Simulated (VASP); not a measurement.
VASP input:

### POSCAR
```
V3Ge
1
    0.0000000000     3.1016160000     3.1016160000
    3.1016160000     0.0000000000     3.1016160000
    3.1016160000     3.1016160000     0.0000000000
Ge V
1 3
Direct
  0.0000000000   0.0000000000   0.0000000000
  0.5000000000   0.5000000000   0.5000000000
  0.2500000000   0.2500000000   0.2500000000
  0.7500000000   0.7500000000   0.7500000000
```

INCAR:
```
SYSTEM = V3Ge
PREC = Accurate
ENCUT = 400
EDIFF = 1E-6
NELM = 100
ALGO = Normal
LREAL = .FALSE.
LASPH = .TRUE.
ISMEAR = 1
SIGMA = 0.1
GGA = PE
LMAXMIX = 4
ISPIN = 2
MAGMOM = 1.0 1.0 1.0 1.0 1.0 1.0
LORBIT = 10
LWAVE = .FALSE.
LCHARG = .FALSE.
ISIF = 2
```

### KPOINTS
```
Automatic mesh
0
Gamma
7 7 7
0 0 0
```

POTCAR, in this order: Ge_d V_sv (PBE.64 set). Program: vasp_std.

Task: One choice in this input is risky. Which, and does it do harm here?

Result: The risk: MAGMOM holds more values than there are atoms. Here it does no harm: the run (PBE GGA, plane waves, VASP's PBE PAW potentials (set 64)) converges to the same energy and pressure as with the safe setting.
OSZICAR:
```
       N       E                     dE             d eps       ncg     rms          rms(c)
DAV:   1     0.637993387827E+03    0.63799E+03   -0.26398E+04  3148   0.279E+03
DAV:   2     0.243381622970E+02   -0.61366E+03   -0.60325E+03  2641   0.692E+02
DAV:   3    -0.327970643605E+02   -0.57135E+02   -0.55587E+02  2976   0.182E+02
DAV:   4    -0.355288582318E+02   -0.27318E+01   -0.26429E+01  3217   0.401E+01
DAV:   5    -0.355950283986E+02   -0.66170E-01   -0.66032E-01  3238   0.669E+00    0.290E+01
DAV:   6    -0.323858877642E+02    0.32091E+01   -0.37625E+01  3131   0.419E+01    0.895E+00
DAV:   7    -0.346045617249E+02   -0.22187E+01   -0.28554E+01  3391   0.281E+01    0.211E+01
DAV:   8    -0.318918097098E+02    0.27128E+01   -0.23624E+01  3406   0.188E+01    0.306E+00
DAV:   9    -0.319020162960E+02   -0.10207E-01   -0.57392E-01  3204   0.413E+00    0.192E+00
DAV:  10    -0.318996704141E+02    0.23459E-02   -0.80236E-02  3175   0.161E+00    0.616E-01
DAV:  11    -0.319026085808E+02   -0.29382E-02   -0.23177E-02  3724   0.996E-01    0.298E-01
DAV:  12    -0.319041163323E+02   -0.15078E-02   -0.10522E-02  3533   0.465E-01    0.104E-01
DAV:  13    -0.319041770579E+02   -0.60726E-04   -0.87827E-04  3382   0.162E-01    0.427E-02
DAV:  14    -0.319041797173E+02   -0.26594E-05   -0.71393E-05  3501   0.489E-02    0.303E-02
DAV:  15    -0.319041828089E+02   -0.30916E-05   -0.53271E-05  2843   0.335E-02    0.112E-02
DAV:  16    -0.319041830769E+02   -0.26804E-06   -0.59663E-06  2597   0.146E-02
   1 F= -.31904183E+02 E0= -.31903363E+02  d E =-.246057E-02  mag=     1.1704
```

The structure was generated: V3Ge was put into the D03 type (Fm-3m), which need not be its known phase. The cell was not relaxed at this level.
